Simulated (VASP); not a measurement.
Data:

```
CELL_PARAMETERS angstrom
      4.55000     0.00000     0.00000
     -2.27500     3.94042     0.00000
      0.00000     0.00000    22.47370
ATOMIC_POSITIONS crystal
  Mg 0.33333 0.66667 0.52039
  Mg 0.66667 0.33333 0.35597
  Te 0.33333 0.66667 0.64403
  Te 0.66667 0.33333 0.47961
```

These are PBE GGA, VASP's PBE PAW potentials (set 64) (plane waves; VASP) values and carry that method's errors. Numerical set-up: 300 eV cut-off, 4×4×1 Γ-centred mesh, Gaussian smearing of 0.050 eV, potentials Mg Te.

The cell holds a wide vacuum, so values per volume refer to the whole cell. Unless said otherwise, spin-orbit coupling is left out, though it shifts the bands of the heavy elements here.

Q: What does the run give for the energy per atom (σ→0), band gap (on the k-mesh) with the smallest direct gap where there is one?

A: 
```yaml
band gap (on the k-mesh): none (metal, semimetal or under 0.01 eV)
energy per atom (σ→0): -2.176 eV/atom
```

The cell is a sheet with vacuum, built from a generated structure.
